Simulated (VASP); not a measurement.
Given:

```
CELL_PARAMETERS angstrom
      0.00000     2.13550     2.13550
      2.13550     0.00000     2.13550
      2.13550     2.13550     0.00000
ATOMIC_POSITIONS crystal
  Si 0.00000 0.00000 0.00000
  C  0.25000 0.25000 0.25000
```

The numbers are results of PBEsol GGA, VASP's PBE PAW potentials (set 64) (plane waves; VASP 6.6.1), not measurements. Settings: 520 eV cut-off, 10×10×10 Γ-centred mesh, Gaussian smearing of 0.050 eV, potentials Si C.

Estimate the energy per atom (σ→0), pressure, band gap (on the k-mesh) with the smallest direct gap where there is one.

```yaml
band gap (on the k-mesh): 1.18 eV
smallest direct gap (on the k-mesh): 4.50 eV
energy per atom (σ→0): -7.929 eV/atom
pressure: 15.24 GPa
```

Total energies compare only between runs with the same potentials, cut-off and functional.

The compound is SiC in the zinc blende structure. This cell is one point of a volume scan, at 0.94 of the reference volume.
